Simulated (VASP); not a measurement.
# LiGe4N3 (P-3m1) in VASP: single point with r2SCAN

Aim: the single point of LiGe4N3 with r2SCAN.

Program: VASP 6.6.1. These are calculated values, not measurements. Logs are shortened: lines on timing, memory, paths and dates and some standing lists are left out, and cuts for length are marked.

## Step 1: Starting point

Symmetry: P-3m1, No. 164, trigonal system. Conventional cell: a = 3.067 Å, b = 3.067 Å, c = 13.018 Å, α = 90.00°, β = 90.00°, γ = 120.00°. Around Li (site symmetry -3m) lie 6 N at 2.30 Å. Ge (site symmetry 3m) has 3 N at 2.00 Å as nearest neighbours. Ge (site symmetry 3m) is surrounded by 3 N at 2.23 Å. Around N (site symmetry 3m) lie 3 Ge at 2.00 Å and 3 Li at 2.30 Å. Around N (site symmetry -3m) lie 6 Ge at 2.23 Å.

The cell was built by a generator and needn't be a form met in nature.

## Step 2: Single point, r2SCAN

Contents of INCAR:

```
SYSTEM = LiGe4N3
PREC = Accurate ; ENCUT = 520
EDIFF = 1E-6 ; ISMEAR = 0
SIGMA = 0.1 ; LREAL = .False.
LASPH = .True. ; NELM = 150
ALGO = Normal ; ISIF = 2
LWAVE = .False. ; LCHARG = .False.
METAGGA = R2SCAN ; LMIXTAU = .True.
KPAR = 4
```

Contents of KPOINTS:

```
Automatic mesh
0
Gamma
  12 12 4
  0 0 0
```

Contents of POSCAR:

```
LiGe4N3
1.0
    3.0666200000      0.0000000000      0.0000000000
   -1.5333100000      2.6557710000      0.0000000000
    0.0000000000      0.0000000000     13.0184000000
Li Ge N
1 4 3
Direct
    0.0000000000      0.0000000000      0.0000000000
    0.6666670000      0.3333330000      0.1851750000
    0.3333330000      0.6666670000      0.8148250000
    0.6666670000      0.3333330000      0.6044940000
    0.3333330000      0.6666670000      0.3955060000
    0.3333330000      0.6666670000      0.1131200000
    0.6666670000      0.3333330000      0.8868800000
    0.0000000000      0.0000000000      0.5000000000
```

Potentials or basis: VASP PAW PBE potentials, release 64 (Li_sv, Ge_d, N).

Run with:

```bash
> cat potpaw_PBE.64/Li_sv/POTCAR potpaw_PBE.64/Ge_d/POTCAR potpaw_PBE.64/N/POTCAR > POTCAR
> mpirun -np 4 vasp_std > vasp.out
```

OUTCAR:

```text
SYSTEM = LiGe4N3
   PREC = Accurate
   ENCUT = 520
   EDIFF = 1E-6
   ISMEAR = 0
   LREAL = .False.
   LASPH = .True.
   NELM = 150
   ISIF = 2
   METAGGA = R2SCAN

 ion  position               nearest neighbor table
   1  0.000  0.000  0.000-
   2  0.667  0.333  0.185-   6 2.00   6 2.00   6 2.00
   3  0.333  0.667  0.815-   7 2.00   7 2.00   7 2.00
   4  0.667  0.333  0.604-   8 2.23   8 2.23   8 2.23
   5  0.333  0.667  0.396-   8 2.23   8 2.23   8 2.23
   6  0.333  0.667  0.113-   2 2.00   2 2.00   2 2.00
   7  0.667  0.333  0.887-   3 2.00   3 2.00   3 2.00
   8  0.000  0.000  0.500-   4 2.23   5 2.23   4 2.23   5 2.23   4 2.23   5 2.23

  LATTYP: Found a hexagonal cell.
 ALAT       =     3.0666200000
 C/A-ratio  =     4.2451950356

  Lattice vectors:

 A1 = (   3.0666200000,   0.0000000000,   0.0000000000)
 A2 = (  -1.5333100000,   2.6557710000,   0.0000000000)
 A3 = (   0.0000000000,   0.0000000000,  13.0184000000)

Analysis of symmetry for initial positions (statically):
=====================================================================
 Subroutine PRICEL returns:
 Original cell was already a primitive cell.

 Routine SETGRP: Setting up the symmetry group for a
 hexagonal supercell.

 Subroutine GETGRP returns: Found 12 space group operations
 (whereof 12 operations were pure point group operations)
 out of a pool of 24 trial point group operations.

The static configuration has the point symmetry D_3d.

Analysis of symmetry for dynamics (positions and initial velocities):
=====================================================================
 Subroutine PRICEL returns:
 Original cell was already a primitive cell.

 Routine SETGRP: Setting up the symmetry group for a
 hexagonal supercell.

 Subroutine GETGRP returns: Found 12 space group operations
 (whereof 12 operations were pure point group operations)
 out of a pool of 24 trial point group operations.

The dynamic configuration has the point symmetry D_3d.

 Subroutine INISYM returns: Found 12 space group operations
 (whereof 12 operations are pure point group operations),
 and found     1 'primitive' translations

----------------------------------------------------------------------------------------

                                     Primitive cell

  volume of cell :     106.0250

[... 104 lines left out ...]
   IBRION =     -1    ionic relax: 0-MD 1-quasi-New 2-CG
   NFREE  =      0    steps in history (QN), initial steepest desc. (CG)
   ISIF   =      2    stress and relaxation
   ISYM   =      2    0-nonsym 1-usesym 2-fastsym
   POTIM  = 0.5000    time-step for ionic-motion
   TEBEG  =    0.0;   TEEND  =   0.0 temperature during run
   PSTRESS=    0.0 pullay stress
   NELECT =      74.0000    total number of electrons
   NUPDOWN=      -1.0000    fix difference up-down
   EMIN   =  10.00;   EMAX   =-10.00  energy-range for DOS
   EFERMI =   0.00;   METHOD = LEGACY
   ISMEAR =     0;   SIGMA  =   0.10  broadening in eV -4-tet -1-fermi 0-gaus
   EFERMI_NEDOS =   21; number of points for ismear=-14 and -15
   IALGO  =     38    algorithm
   IMIX   =      4    mixing-type and parameters
     AMIX     =   0.40;   BMIX     =  1.00
     AMIX_MAG =   1.60;   BMIX_MAG =  1.00
  volume/ion in A,a.u.               =      13.25        89.44
  Fermi-wavevector in a.u.,A,eV,Ry     =   1.452165  2.744194 28.691742  2.108784
  Thomas-Fermi vector in A             =   2.569579
   LORBIT       =      0    0 simple, 1 ext, 2 COOP (PROOUT), +10 PAW based schemes
   METAGGA = R2SCAN    functional components
   LHFCALC =     F    Hartree Fock is set to
   AEXX    =    0.0000 exact exchange contribution
   IVDW    =     0    specifies the selected vdW correction
   LEPSILON=     F    determine dielectric tensor
   LRPA    =     F    only Hartree local field effects (RPA)
 non-spin polarized calculation
 Gauss-broadening in eV      SIGMA  =   0.10
  energy-cutoff  :      520.00
  volume of cell :      106.02
 maximum number of plane-waves:      2884
 NGX is ok and might be reduce to    24
   NGX = 11   NGY = 11   NGZ = 49

 number of electron      73.9999955 magnetization

 Free energy of the ion-electron system (eV)
  ---------------------------------------------------
  ext. energy  EPLUGINS =         0.00000000
  ---------------------------------------------------
  free energy    TOTEN  =       -83.91336965 eV

  energy without entropy =      -83.90218578  energy(sigma->0) =      -83.90777771

 E-fermi :   6.4054     XC(G=0): -12.0226

 val. band max:        6.3361863011   @ k =   0.0833   0.0000   0.5000
 cond. band min:       6.4077813624   @ k =  -0.0833   0.2500   0.2500
 fundamental gap:      0.0715950613
 Fermi energy:         6.4053737244

 k-point     1 :       0.0000    0.0000    0.0000
  band No.  band energies     occupation
      1     -40.9899      2.00000
      2     -19.5907      2.00000
      3     -19.5907      2.00000
      4     -19.5829      2.00000
      5     -19.5828      2.00000
      6     -19.5710      2.00000
[... 1117 lines left out ...]
     43      11.9550      0.00000
     44      12.1411      0.00000

 [... further k-points ...]

------------------------ aborting loop because EDIFF is reached ----------------------------------------

  FORCE on cell =-STRESS in cart. coord.  units (eV):
  Direction    XX          YY          ZZ          XY          YZ          ZX
  --------------------------------------------------------------------------------------
  -------------------------------------------------------------------------------------
  Total       -2.2641809     -2.2641812     -1.9133984      0.0000000     -0.0000000      0.0000000
  in kB      -34.2147600    -34.2147646    -28.9139743      0.0000000     -0.0000000      0.0000000
  external PRESSURE =     -32.4478330 kB  Pullay stress =       0.0000000 kB

 VOLUME and BASIS-vectors are now :
 -----------------------------------------------------------------------------
  energy-cutoff  :      520.00
  volume of cell :      106.02
      direct lattice vectors                 reciprocal lattice vectors
     3.066620000  0.000000000  0.000000000     0.326091919  0.188269245  0.000000000
    -1.533310000  2.655771000  0.000000000     0.000000000  0.376538489  0.000000000
     0.000000000  0.000000000 13.018400000     0.000000000  0.000000000  0.076814355

 POSITION                                       TOTAL-FORCE (eV/Angst)
 -----------------------------------------------------------------------------------
      0.00000      0.00000      0.00000        -0.000000      0.000000      0.000000
      1.53331      0.88526      2.41068         0.000000      0.000000     -0.433399
     -0.00000      1.77051     10.60772        -0.000000     -0.000000      0.433399
      1.53331      0.88526      7.86954        -0.000000     -0.000000     -0.296856
     -0.00000      1.77051      5.14886         0.000000      0.000000      0.296856
     -0.00000      1.77051      1.47264        -0.000000     -0.000000      0.325660
      1.53331      0.88526     11.54576        -0.000000      0.000000     -0.325660
      0.00000      0.00000      6.50920        -0.000000      0.000000      0.000000
 -----------------------------------------------------------------------------------
    total drift:                                0.000000      0.000000      0.000000

  FREE ENERGIE OF THE ION-ELECTRON SYSTEM (eV)
  ---------------------------------------------------
  free  energy   TOTEN  =       -83.9133696450 eV

  energy  without entropy=      -83.9021857751  energy(sigma->0) =      -83.90777771
```

OSZICAR:

```text
N       E                     dE             d eps       ncg     rms          rms(c)
DAV:   1     0.822863975970E+03    0.82286E+03   -0.34891E+04  7360   0.453E+03
DAV:   2     0.842807363966E+02   -0.73858E+03   -0.71834E+03  6080   0.101E+03
DAV:   3    -0.845357369492E+02   -0.16882E+03   -0.16370E+03  6800   0.263E+02
[... 20 lines left out ...]
DAV:  24    -0.839133699744E+02   -0.15900E-04   -0.64124E-06  5472   0.150E-02    0.270E-03
DAV:  25    -0.839133620812E+02    0.78932E-05   -0.16175E-06  4668   0.732E-03    0.124E-03
DAV:  26    -0.839133710526E+02   -0.89713E-05   -0.83093E-07  3892   0.813E-03    0.241E-03
DAV:  27    -0.839133688326E+02    0.22200E-05   -0.48999E-07  3540   0.600E-03    0.109E-03
DAV:  28    -0.839133696450E+02   -0.81244E-06   -0.18389E-07  3504   0.302E-03
   1 F= -.83913370E+02 E0= -.83907778E+02  d E =-.111839E-01
```

It took 5.5 min on 4 MPI ranks of Intel Xeon Platinum 8488C (Sapphire Rapids), shared host; peak memory 0.41 GiB.

What came out:

```
Free energy            : -83.9134 eV
Largest force          : 0.433 eV/Å
Band gap on the k mesh : none (metal or under the smearing width)
```

Forces on the atoms (eV/Å):
```
Li   0.000  0.000  0.000
Ge   0.000  0.000 -0.433
Ge   0.000  0.000  0.433
Ge   0.000  0.000 -0.297
Ge   0.000  0.000  0.297
N    0.000  0.000  0.326
N    0.000  0.000 -0.326
N    0.000  0.000  0.000
```

Caveat: the cutoff is under 1.25 times the usual one of these potentials, so pressure, stress and relaxed cells hold a basis-set (Pulay) error; the PAW data sets were made with another functional, which shifts forces and pressure a little.
